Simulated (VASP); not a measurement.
## MoP (space group P-6m2): computed properties

The numbers are results of LDA (Ceperley-Alder, Perdew-Zunger), VASP's LDA PAW potentials (set 64) (plane waves; VASP), not measurements.

```yaml
space_group: P-6m2 (187)
cell: a = b = 3.192 Å, c = 3.158 Å, α = β = 90.00°, γ = 120.00°
volume_per_atom: 13.93 Å^3/atom
band gap (over mesh and band path): none (metal, semimetal or under 0.01 eV)
hill_bulk_modulus: 247 GPa
hill_shear_modulus: 153 GPa
Poisson's ratio: 0.243
band_gap_with_spin_orbit_coupling: none (metallic)
density: 7.56 g/cm³
optical Γ-point spectrum: 413, 414 (×2) cm⁻¹
C11: 384 GPa
C12: 133 GPa
C13: 172 GPa
C33: 538 GPa
C44: 189 GPa
C66: 126 GPa
```

```yaml
crystal:
  lattice:
    - [3.19199, 0.00000, 0.00000]
    - [-1.59600, 2.76434, 0.00000]
    - [0.00000, 0.00000, 3.15802]
  atoms:
    - { symbol: Mo, position: [0.00000, 0.00000, 0.00000] }
    - { symbol: P, position: [0.33333, 0.66667, 0.50000] }
```

Finite-difference elastic constants of metals are sensitive to mesh and smearing; shear constants can be off by tens of GPa.

The structure comes from a computed database's MoP entry (P-6m2); how it stands against other phases isn't given here. It was relaxed first. Symmetry was kept, so distortions that lower it aren't found. The electron count is odd and the run is not spin-polarised, which forces a metal.
